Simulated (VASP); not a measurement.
The system is In2WSe3.

```
In W Se
1.0
    -2.86161    2.86161    5.61799
     2.86161   -2.86161    5.61799
     2.86161    2.86161   -5.61799
In W Se
2 1 3
Cartesian
  0.0000 2.8616 0.0000
  2.8616 0.0000 0.0000
  0.0000 0.0000 0.0000
  0.0000 0.0000 2.4119
  0.0000 0.0000 8.8241
  0.0000 0.0000 5.6180
```

The cell was built by a generator and needn't be a form met in nature.

```yaml
Program: VASP 6.6.1
Task: relaxation of cell and atoms
Functional: PBE
Potentials_or_basis: VASP PAW PBE potentials, release 64 (In_d, W_sv, Se)
Cutoff: 520 eV
k_mesh: 4 × 4 × 4
Occupations: gaussian, width 0.15 eV
Spin: no spin polarisation
```

At the start: pressure -1.1 GPa; volume 30.67 Å³/atom.

Q: Where does the relaxation end?

A: Over 17 steps the energy falls by 103.9 meV/atom and the volume is 35.10 Å³/atom (+14.5 %); space group I4/mmm (No. 139, to 0.05 Å).

Step by step:
```tsv
step	energy change (eV)	largest force (eV/Å)	pressure (GPa)	volume (Å³)
1	0.0000	1.6309	-1.10	184.02
2	-0.0739	0.4318	2.83	178.45
3	-0.1037	0.3647	1.24	180.30
4	-0.2534	0.2766	1.46	181.98
5	-0.4566	0.3911	3.14	186.41
6	-0.5516	0.7634	0.19	198.26
7	-0.5518	0.7193	0.22	197.84
8	-0.5947	0.2975	-0.47	203.97
9	-0.5950	0.2880	-0.33	204.15
10	-0.5979	0.0298	0.15	202.67
11	-0.5980	0.0556	0.18	202.83
12	-0.6005	0.0794	0.23	202.85
13	-0.6027	0.1744	0.41	202.87
14	-0.6041	0.1596	0.38	203.22
15	-0.6081	0.1416	0.45	204.28
16	-0.6149	0.1056	0.26	206.39
17	-0.6236	0.0046	0.28	210.63
```

Final structure:
```
In W Se
1.0
    -2.81507    2.81507    6.64476
     2.81507   -2.81507    6.64476
     2.81507    2.81507   -6.64476
In W Se
2 1 3
Direct
  0.50000 0.00000 0.50000
  0.00000 0.50000 0.50000
  0.00000 0.00000 0.00000
  0.17576 0.17576 0.00000
  0.82424 0.82424 0.00000
  0.50000 0.50000 0.00000
```
